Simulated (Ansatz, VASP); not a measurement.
# Cross-check of SnAs between VASP and Ansatz

Aim: how closely do two programs agree when they are given the same cell, functional and k mesh? The cell is taken from a series of runs on this material, whose earlier steps may have relaxed, scaled, displaced or heated it; both programs get it as it stands.

Program: Ansatz 0.2.0. Level of theory: plane waves, with VASP 6.6.1 beside it; relaxation of cell and atoms at PBEsol. Results are calculated unless marked as measured.

## 1. Set-up

Symmetry: Fm-3m, No. 225, cubic system. The conventional cell has a = 5.712 Å, b = 5.712 Å, c = 5.712 Å, α = 90.00°, β = 90.00°, γ = 90.00°. Nearest to Sn lie 6 As at 2.86 Å. Nearest to As lie 6 Sn at 2.86 Å. Farther neighbours are not listed.

Coordinates:

```cif
data_structure
_symmetry_space_group_name_H-M 'P 1'
_symmetry_Int_Tables_number 1
_cell_length_a 4.0393
_cell_length_b 4.0393
_cell_length_c 4.0393
_cell_angle_alpha 60.000
_cell_angle_beta 60.000
_cell_angle_gamma 60.000
_cell_volume 46.60
loop_
_atom_site_label
_atom_site_type_symbol
_atom_site_fract_x
_atom_site_fract_y
_atom_site_fract_z
_atom_site_occupancy
Sn1 Sn 0.00000 0.00000 0.00000 1
As2 As 0.50000 0.50000 0.50000 1
```

## 2. VASP: relaxation of cell and atoms, PBEsol

The relaxed volume is the usual yardstick between codes: in a stiff, nearly cubic crystal its relative difference is about their pressure difference at one cell divided by the bulk modulus.

Lines of VASP's logs that name or quote its potential files are left out, and so is its time.

Contents of INCAR:

```
SYSTEM = SnAs
PREC = Accurate
ENCUT = 500
EDIFF = 1E-07
NELM = 120
ISMEAR = 1
SIGMA = 0.15
LREAL = .FALSE.
ALGO = Normal
GGA = PS
NBANDS = 15
LORBIT = 11
LWAVE = .FALSE.
LCHARG = .FALSE.
ISIF = 3
IBRION = 2
NSW = 80
EDIFFG = -0.005
LASPH = .TRUE.
GGA_COMPAT = .FALSE.
NELMIN = 4
```

Contents of POSCAR:

```
SnAs
1.0
    0.0000000000      2.8562420000      2.8562420000
    2.8562420000      0.0000000000      2.8562420000
    2.8562420000      2.8562420000      0.0000000000
Sn As
1 1
Direct
    0.0000000000      0.0000000000      0.0000000000
    0.5000000000      0.5000000000      0.5000000000
```

Contents of KPOINTS:

```
Automatic mesh
0
Gamma
12 12 12
0 0 0
```

The projector-augmented-wave data sets are Sn_d and As (PBE family, release 64).

The run is started by

```bash
mpirun -np 1 vasp_std
```

Numbers of over 12 decimals in the logs are rounded to 6 here.

The program printed:

```text
[banner, memory and clock lines left out]
running    1 mpi-ranks, on    1 nodes
 distrk:  each k-point on    1 cores,    1 groups
 distr:  one band on    1 cores,    1 groups

 POSCAR found type information on POSCAR SnAs
 POSCAR found :  2 types and       2 ions
|                                                                             |
|               ----> ADVICE to this user running VASP <----                  |
|                                                                             |
|     You enforced a specific xc type in the INCAR file but a different       |
|     [... a line on the potential file left out ...]
|     I HOPE YOU KNOW WHAT YOU ARE DOING!                                     |
|                                                                             |

 LDA part: xc-table for (Slater+PW92), standard interpolation
 POSCAR, INCAR and KPOINTS ok, starting setup
 FFT: planning ... GRIDC
 FFT: planning ... GRID_SOFT
 FFT: planning ... GRID
 WAVECAR not read
 entering main loop
       N       E                     dE             d eps       ncg     rms          rms(c)
DAV:   1     0.112229275807E+03    0.11223E+03   -0.89848E+03  2174   0.153E+03
DAV:   2    -0.781761194770E+00   -0.11301E+03   -0.11014E+03  2314   0.356E+02
DAV:   3    -0.946868236896E+01   -0.86869E+01   -0.86092E+01  2783   0.863E+01
DAV:   4    -0.965694778275E+01   -0.18827E+00   -0.18823E+00  2412   0.140E+01
DAV:   5    -0.966305562297E+01   -0.61078E-02   -0.61077E-02  3150   0.240E+00    0.275E+00
DAV:   6    -0.956070974295E+01    0.10235E+00   -0.19216E-01  3278   0.486E+00    0.162E+00
DAV:   7    -0.955154822734E+01    0.91615E-02   -0.47007E-02  2939   0.181E+00    0.528E-01
DAV:   8    -0.955053311075E+01    0.10151E-02   -0.39775E-03  2734   0.718E-01    0.656E-02
DAV:   9    -0.955052850362E+01    0.46071E-05   -0.31045E-04  2851   0.211E-01    0.564E-02
DAV:  10    -0.955052844798E+01    0.55637E-07   -0.24867E-05  2581   0.368E-02    0.339E-02
DAV:  11    -0.955052635835E+01    0.20896E-05   -0.84966E-06  3238   0.291E-02    0.557E-03
DAV:  12    -0.955052599821E+01    0.36015E-06   -0.97933E-07  2783   0.101E-02    0.314E-03
DAV:  13    -0.955052598045E+01    0.17751E-07   -0.17300E-08  1577   0.128E-03
   1 F= -.95505260E+01 E0= -.95507185E+01  d E =-.955053E+01
 curvature:   0.00 expect dE= 0.000E+00 dE for cont linesearch  0.000E+00
 trial: gam= 0.00000 g(F)=  0.610E-62 g(S)=  0.250E-04 ort = 0.000E+00 (trialstep = 0.100E+01)
 search vector abs. value=  0.250E-04
 bond charge predicted
       N       E                     dE             d eps       ncg     rms          rms(c)
DAV:   1    -0.955081780825E+01   -0.29181E-03   -0.59942E-03  2713   0.132E+00    0.913E-02
DAV:   2    -0.955059690940E+01    0.22090E-03   -0.35814E-04  2720   0.348E-01    0.412E-02
DAV:   3    -0.955054059109E+01    0.56318E-04   -0.15413E-04  2766   0.210E-01    0.577E-03
DAV:   4    -0.955053844989E+01    0.21412E-05   -0.61576E-06  2468   0.279E-02    0.289E-03
DAV:   5    -0.955053724116E+01    0.12087E-05   -0.42446E-07  3213   0.627E-03    0.726E-04
DAV:   6    -0.955053709876E+01    0.14239E-06   -0.68121E-08  1325   0.446E-03    0.281E-04
DAV:   7    -0.955053707191E+01    0.26856E-07   -0.84022E-09  1234   0.101E-03
   2 F= -.95505371E+01 E0= -.95507286E+01  d E =-.110915E-04
 trial-energy change:   -0.000011  1 .order   -0.000009   -0.000025    0.000007
 step:   0.8359(harm=  0.7830)  dis= 0.00000  next Energy=    -9.550538 (dE=-0.117E-04)
 reached required accuracy - stopping structural energy minimisation
```

Parts of OUTCAR (step 2):

```text
ion  position               nearest neighbor table
   1  0.000  0.000  0.000-   2 2.86   2 2.86   2 2.86   2 2.86   2 2.86   2 2.86
   2  0.500  0.500  0.500-   1 2.86   1 2.86   1 2.86   1 2.86   1 2.86   1 2.86

  LATTYP: Found a face centered cubic cell.
 ALAT       =     5.7124840000

 Subroutine GETGRP returns: Found 48 space group operations
 (whereof 48 operations were pure point group operations)

The static configuration has the point symmetry O_h .

 Found     72 irreducible k-points:

   k-points           NKPTS =     72   k-points in BZ     NKDIM =     72   number of bands    NBANDS=     15

   dimension x,y,z NGX =    30 NGY =   30 NGZ =   30
   dimension x,y,z NGXF=    60 NGYF=   60 NGZF=   60

   ENCUT  =  500.0 eV  36.75 Ry    6.06 a.u.   7.36  7.36  7.36*2*pi/ulx,y,z

   NELECT =      19.0000    total number of electrons

 k-points in reciprocal lattice and weights: Automatic mesh
   0.00000000  0.00000000  0.00000000       0.001
   0.08333333  0.00000000  0.00000000       0.005
   0.16666667  0.00000000  0.00000000       0.005
   0.25000000  0.00000000  0.00000000       0.005
   0.33333333  0.00000000  0.00000000       0.005
   0.41666667  0.00000000  0.00000000       0.005
   0.50000000  0.00000000  0.00000000       0.002
   0.08333333  0.08333333  0.00000000       0.003
   0.16666667  0.08333333  0.00000000       0.014
[...]
-0.33333333  0.50000000  0.16666667       0.007
  -0.25000000  0.50000000  0.25000000       0.003

 average (electrostatic) potential at core
       1 -99.9035       2 -47.4350

 E-fermi :   7.0098

 k-point     1 :       0.0000    0.0000    0.0000
  band No.  band energies     occupation
    ...
      6      -6.2564      2.00000
      7       4.3193      2.00000
      8       5.8756      2.00000
      9       5.8756      2.00000
     10       5.8756      2.00000
     11      12.4520      0.00000
     12      12.4520      0.00000
     13      12.4520      0.00000
     14      12.9648      0.00000
     15      12.9648      0.00000

 k-point     2 :       0.0833    0.0000    0.0000
  band No.  band energies     occupation
    ...
      6      -6.1726      2.00000
      7       3.5887      2.00000
      8       5.8843      2.00000
      9       5.8843      2.00000
     10       6.4422      2.00000
     11      11.8906      0.00000
     12      11.9035      0.00000
     13      11.9035      0.00000
     14      12.9836      0.00000
     15      13.1820      0.00000

 k-point     3 :       0.1667    0.0000    0.0000
  band No.  band energies     occupation
    ...
      5     -14.4762      2.00000
      6      -5.9240      2.00000
      7       2.3475      2.00000
      8       5.9185      2.00000
      9       5.9185      2.00000
     10       7.1699     -0.06161
     11      10.9208      0.00000
     12      10.9208      0.00000
     13      11.0775      0.00000
     14      13.0239      0.00000
    ...

  Total       -0.0051514     -0.0051514     -0.0051514     -0.0000000      0.0000000      0.0000000
  in kB       -0.1768636     -0.1768636     -0.1768636     -0.0000000      0.0000000      0.0000000
  external PRESSURE =      -0.1768636 kB  Pullay stress =       0.0000000 kB

  energy-cutoff  :      500.00
  volume of cell :       46.67
      direct lattice vectors                 reciprocal lattice vectors
    -0.000000000  2.857522750  2.857522750    -0.174976735  0.174976735  0.174976735
     2.857522750 -0.000000000  2.857522750     0.174976735 -0.174976735  0.174976735
     2.857522750  2.857522750  0.000000000     0.174976735  0.174976735 -0.174976735

 POSITION                                       TOTAL-FORCE (eV/Angst)
 -----------------------------------------------------------------------------------
      2.85752      2.85752      0.00000        -0.000000      0.000000      0.000000
      2.85752      2.85752      2.85752         0.000000     -0.000000     -0.000000
 -----------------------------------------------------------------------------------
    total drift:                                0.000000      0.000000      0.000000

  FREE ENERGIE OF THE ION-ELECTRON SYSTEM (eV)
  ---------------------------------------------------
  free  energy   TOTEN  =        -9.5505370719 eV

  energy  without entropy=       -9.5511117785  energy(sigma->0) =       -9.55072864

 reached required accuracy - stopping structural energy minimisation

 total charge
# of ion       s       p       d       tot
------------------------------------------
    1        1.224   0.948  10.017  12.189
    2        1.267   1.442   0.034   2.743
--------------------------------------------------
tot          2.492   2.390  10.051  14.932

[... 3 further parts left out ...]
```

CONTCAR:

```
SnAs
   1.00000000000000
    -0.0000000000000000    2.8575227495372806    2.8575227495372806
     2.8575227495372806   -0.0000000000000000    2.8575227495372806
     2.8575227495372806    2.8575227495372806    0.0000000000000000
  Sn              As
     1     1
Direct
     0.0000000000000000    0.0000000000000000    1.0000000000000000
     0.5000000000000000    0.5000000000000000    0.5000000000000000
```

## 3. Ansatz: relaxation of cell and atoms, PBEsol

Ansatz runs on norm-conserving files, of PseudoDojo where its log says so.

The same cell, functional, mesh and smearing now go to Ansatz, which takes its cutoff from its data sets.

Contents of input.yaml:

```yaml
crystal:
  lattice:
    - [0.0, 2.8562415525, 2.8562415525]
    - [2.8562415525, 0.0, 2.8562415525]
    - [2.8562415525, 2.8562415525, 0.0]
  atoms:
    - { symbol: Sn, position: [0.0, 0.0, 0.0] }
    - { symbol: As, position: [0.5, 0.5, 0.5] }
kpoints:
  mp_grid: { grid: [12, 12, 12] }
hamiltonian:
  xc: pbesol
  pseudopotentials: { kind: nc, accuracy: standard }
scf:
  occupations: { method: methfessel_paxton, width: 0.15 }
output:
  forces: true
  stress: true
  eigenvalues: true
relax:
  adjacent_minimum: "off"
  f_tol: 0.001
  max_steps: 60
  cell: { stress_tol: 0.01 }
```

The run is started by

```bash
ansatz run input.yaml --threads 4 --pin off --max-ram 7168MiB --backend cpu --events-out ev --progress --plain --runs-dir out
```

The program printed:

```text
Engine: ansatz 0.2.0, x86_64-unknown-linux-gnu
Pseudopotentials: kind: nc
Pseudopotential: Sn, nc, valence charge 14, recommended cutoff 979.609905 eV (normal), Sn.nc.azcp (PseudoDojo's, or run here from an input of PseudoDojo's; its table is named by hamiltonian.pseudopotentials.accuracy)
Pseudopotential: As, nc, valence charge 15, recommended cutoff 1142.878222 eV (normal), As.nc.azcp (PseudoDojo's, or run here from an input of PseudoDojo's; its table is named by hamiltonian.pseudopotentials.accuracy)
Functional definition: PBEsol
  exchange = pbesol_x
  correlation = pbesol_c
Crystal: 2 atoms, lattice volume = 46.603 Å³
Basis set: ecut = 1142.878222 eV, 4015 PW (Γ), exchange–correlation on 90×90×90 points (8 copies of the dense FFT grid, shifted against one another)
Bands: 19, of which v1, the nominal top of the filled ones, is band 15 counted from 1 (14 counted from 0)
Symmetry: 48 space group operations
Space group: Fm-3m (ITA 225), of the structure as read, at distance tolerance 3.6e-5 Å
k-points: 72 of 1728
Non-local potential: Sn, projectors of the file, l = 0: 2, l = 1: 2, l = 2: 2, l = 3: 2
Non-local potential: As, projectors of the file, l = 0: 2, l = 1: 2, l = 2: 2
Initial density: superposition of atomic densities (chi_scale 0.1, normalization cell, long waves kept (reshape's long-wave potential 0.00 eV rms))
Initial wavefunctions: pseudopotential atomic-orbital guess
Functional: x = pbesol(κ = 0.804, μ = 0.123457), c = pbesol(β = 0.046)
SCF iter   1: F=—  HF=-5023.234647 eV  |F-HF|=—  |Δ(HF+E_count)|=         —  Δρ=2.03e-2  dr2=1.33e-1  ethr=3.10e-3  ⟨swp⟩=5.4  Hψ=6320  notcnv=0
preconditioner: auto → none  [insulator: Δε(μ)=0.143 eV  Ē_g=18.276 eV  σ=0.150 eV  W_gap=0.69  n_scr=14 (ndim 8)  ℏωp=23.7 eV  f_vac=0.000  D(μ)=0.35/eV (n_scr^D=0)  ε∞_Penn≈2.7]
SCF iter   2: F=—  HF=-5023.204781 eV  |F-HF|=—  |Δ(HF+E_count)|=   2.99e-2  S|Δr|=    0.00e0  Δρ=8.69e-3  dr2=2.30e-2  ethr=4.58e-4  ⟨swp⟩=1.1  Hψ=1977  notcnv=0
SCF iter   3: F=—  HF=-5023.202653 eV  |F-HF|=—  |Δ(HF+E_count)|=   2.13e-3  S|Δr|=    0.00e0  Δρ=1.72e-3  dr2=9.93e-4  ethr=7.94e-5  ⟨swp⟩=2.0  Hψ=1718  notcnv=0
SCF iter   4: F=—  HF=-5023.202451 eV  |F-HF|=—  |Δ(HF+E_count)|=   2.02e-4  S|Δr|=    0.00e0  Δρ=5.05e-4  dr2=1.66e-4  ethr=3.42e-6  ⟨swp⟩=3.0  Hψ=2479  notcnv=0
SCF iter   5: F=—  HF=-5023.202396 eV  |F-HF|=—  |Δ(HF+E_count)|=   5.50e-5  S|Δr|=    0.00e0  Δρ=1.20e-4  dr2=8.41e-6  ethr=5.71e-7  ⟨swp⟩=2.0  Hψ=1567  notcnv=0
SCF iter   6: F=—  HF=-5023.202325 eV  |F-HF|=—  |Δ(HF+E_count)|=   7.13e-5  S|Δr|=    0.00e0  Δρ=2.12e-5  dr2=1.70e-7  ethr=2.90e-8  ⟨swp⟩=3.0  Hψ=2390  notcnv=0
SCF iter   7: F=-5023.202325 eV  HF=-5023.202325 eV  |F-HF|=1.31e-9  |Δ(HF+E_count)|=   2.98e-8  S|Δr|=    0.00e0  Δρ=3.78e-6  dr2=2.44e-9  ethr=3.45e-10  ⟨swp⟩=6.0  Hψ=5698  notcnv=0
SCF 1 converged in 7 iterations: F = -5023.202325 eV  dr2 = 2.44e-9
relax step   1: F+E_penalty+E_count = -5023.20232462 eV  Δ(F+E_penalty+E_count) = +0.000e0 eV  max|allowed force component| = 3.378e-28 eV/Å  Δτ_max = 0.0000 Å  P = -0.035 GPa  Ω = 46.603 Å³  (7 SCF iters, dr2 threshold 1.00e-7 eV, accepted)
[...]
relax step   2: F+E_penalty+E_count = -5023.20232751 eV  Δ(F+E_penalty+E_count) = -2.890e-6 eV  max|allowed force component| = 4.374e-28 eV/Å  Δτ_max = 0.0000 Å  P = +0.033 GPa  Ω = 46.560 Å³  energy of the carried Pulay correction = +2.614e-6 eV  (4 SCF iters, dr2 threshold 3.05e-9 eV, accepted)
[...]
relax step   3: F+E_penalty+E_count = -5023.20232838 eV  Δ(F+E_penalty+E_count) = -8.728e-7 eV  max|allowed force component| = 4.034e-28 eV/Å  Δτ_max = 0.0000 Å  P = -0.000 GPa  Ω = 46.581 Å³  energy of the carried Pulay correction = +1.345e-6 eV  (3 SCF iters, dr2 threshold 2.72e-9 eV, accepted)
[...]
relax step   4: F+E_penalty+E_count = -5023.20232719 eV  Δ(F+E_penalty+E_count) = +1.189e-6 eV  max|allowed force component| = 6.567e-28 eV/Å  Δτ_max = 0.0000 Å  P = -0.000 GPa  Ω = 46.581 Å³  stress off target by 1.93e-4 GPa  SCF on the basis re-selected at this cell (its energy is not comparable with the rows above)  (4 SCF iters)
basis re-selected at this cell: Δ(F+E_penalty+E_count) = +1.189e-6 eV, ΔP = -0.000 GPa vs the last step (what re-selecting the basis moved, of the pressure what is left beyond the Pulay correction that the steps carried, after the strain that the cell walked since its last selection, with what the two solves' SCF thresholds leave and, on support functions, any second-order correction that the steps lacked; it is no m [...]
SCF converged after 4 iterations
Stability not checked: this state was not tested for a lower state beside it, because cold or Methfessel-Paxton smearing, or corrected tetrahedra, fill the levels in a way that the test cannot read (fill_not_monotonic; see scf.lower_state_search)
Free energy (F): -5023.202327 eV
Harris-Foulkes:  -5023.202327 eV  (|F-HF|=1.82e-12)
Internal energy: -5023.202899 eV  (E = F + TS)
E sigma→0 (E₀):  -5023.202470 eV
Entropy (-TS):   0.000572 eV (0.286 meV/atom)
Fermi energy:    11.394075 eV
--- Per-component energies (eV) ---
  E_band       = -290.226233
  E_kinetic    = 3350.306101
  E_local      = -2907.856262  (includes V_loc(G=0)·N_el)
  E_nonlocal   = -2485.081720
  E_hartree    = 1264.415815
  E_xc         = -1234.862169
  E_vxc        = -776.425953  (∫ρ·V_xc dr)
  E_ewald      = -3010.124663
  E_smearing   = 0.000572  (= −TS)
  E_closure    = 0.000000  (closes the sum)
  Σ components = -5023.202327   (vs F -5023.202327, Δ=0.00e0)
--- Forces (eV/Å), atoms counted from 1 ---
  atom   1  Sn     0.00000000     0.00000000    -0.00000000
  atom   2  As     0.00000000    -0.00000000    -0.00000000
  max |Σ_I F_I| component: 1.31e-27 eV/Å
--- Stress (GPa, compression-positive) ---
       -0.000193      -0.000000      -0.000000
       -0.000000      -0.000193      -0.000000
       -0.000000      -0.000000      -0.000193
  P = ⅓ Tr σ = -0.0002 GPa (-0.002 kbar)
--- Band table (eV; the first three rows and the last of 72) ---
  k-point 0: bands = [... 11 lower, 8.6969, 10.2575, 10.2575, 10.2575, 16.8457, 16.8457, 16.8457, 17.3689]
  k-point 1: bands = [... 11 lower, 7.9668, 10.2661, 10.2661, 10.8233, 16.2834, 16.2979, 16.2979, 17.3850]
  k-point 2: bands = [... 11 lower, 6.7257, 10.3003, 10.3003, 11.5514, 15.3145, 15.3145, 15.4673, 17.4240]
  k-point 71: bands = [... 11 lower, 4.2550, 6.4770, 6.4770, 12.2688, 13.5234, 17.3134, 17.3134, 20.2222]
--- Relaxed structure (3 steps of the walk, 3 accepted, 1 SCFs on fresh bases) ---
  F+E_penalty+E_count = -5023.20232719 eV   max|allowed force component| = 6.567e-28 eV/Å   (the final SCF, on the basis selected at the relaxed cell)
  cell:  # Å, volume = 46.5810 Å³
    - [0, 2.855789, 2.855789]
    - [2.855789, 0, 2.855789]
    - [2.855789, 2.855789, 0]
  atoms:
    - { symbol: Sn, position: [0, 0, 0] }
    - { symbol: As, position: [0.5, 0.5, 0.5] }
```

## 4. Differences

Known differences besides the potentials themselves: the data sets hold 29 valence electrons in Ansatz (on norm-conserving files, of PseudoDojo where its log says so) and 19 in VASP; the cutoff is 1142.88 eV in Ansatz and 500 eV in VASP; Ansatz adds a Pulay correction to the stress that steers its cell, VASP none. Total energies have different zeros and are not compared.

Compared:

```
                                         quantity  Ansatz   VASP  difference
                                      volume (Å³)   46.58  46.67     -0.18 %
edge a after relaxation, in the typed setting (Å)   4.039  4.041     -0.06 %
```

## 5. Results

```yaml
difference_in_volume_relaxation_of_cell_and_atoms_pbesol: -0.18 %
```

The difference in volume is -0.18 % (relaxation of cell and atoms, PBEsol), within the 1.2 % picked in this series as the mark of a large difference, as far as the stopping tolerances let one tell. The data sets hold unlike numbers of valence electrons (29 in Ansatz and 19 in VASP), so part of the differences comes from the potentials. How closely two codes agree says nothing of how well the functional describes the real material.

[Lines on the potential files, build, host, timing and source positions are cut from VASP's logs without a mark.]

[Logs are printed without paths, hosts, clocks, repeated set-up lines and the standing remarks that a program may print on its own settings, such as how far it seeks lower states.]

[Hosts, paths, dates, database ids (printed as entryN), source tags and the programs' standing remarks are cut or masked in the printed files.]
